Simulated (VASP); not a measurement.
Data:

```
CELL_PARAMETERS angstrom
      4.40000     0.00000     0.00000
      0.00000     4.40000     0.00000
      0.00000     0.00000     2.87000
ATOMIC_POSITIONS crystal
  Mn 0.00000 0.00000 0.00000
  Mn 0.50000 0.50000 0.50000
  O  0.30500 0.30500 0.00000
  O  0.80500 0.19500 0.50000
  O  0.19500 0.80500 0.50000
  O  0.69500 0.69500 0.00000
```
Starting moments (μB, in the order of the record's atoms Mn Mn O O O O): 3.0 -3.0 0.0 0.0 0.0 0.0.

All values below come from LDA (Ceperley-Alder, Perdew-Zunger), VASP's LDA PAW potentials (set 64) (plane waves; VASP 6.6.1). Settings: 400 eV cut-off, 3×3×5 Γ-centred mesh, Fermi-Dirac smearing of 0.010 eV, potentials Mn_pv O.

At this cut-off the stress carries a Pulay error, which pulls relaxed volumes low. Energy and stress use the plane-wave basis of the starting cell.

### Question
The ions, cell shape and volume are relaxed. Predict the relaxed structure.

### Answer

```
CELL_PARAMETERS angstrom
      4.29248     0.00000     0.00000
      0.00000     4.29248     0.00000
      0.00000     0.00000     2.78236
ATOMIC_POSITIONS crystal
  Mn 0.00000 0.00000 0.00000
  Mn 0.50000 0.50000 0.50000
  O  0.30144 0.30144 0.00000
  O  0.80144 0.19856 0.50000
  O  0.19856 0.80144 0.50000
  O  0.69856 0.69856 0.00000
```
Space group P4_2/mnm (136), at a tolerance of 0.03 Å. The cell ends with 0.00 μB, on the sites 2.00 -2.00 -0.03 0.03 0.03 -0.03 μB.

### Question
How do energy and volume change from the first to the last step?

### Answer
The energy (σ→0) changes by -55.4 meV/atom and the volume by -7.7 %, in 10 ionic steps.

The structure is a typed MnO2 crystal. This run relaxes it. Symmetry was kept, so distortions that lower it aren't found. The k-mesh is coarse (spacing up to 0.49 per Å, 2π included), so the numbers may not be converged in it. The run is one of a series of settings (EDIFFG = -0.01, IBRION = 2, ISIF = 3, NSW = 50 against the base run), some of them coarse on purpose.
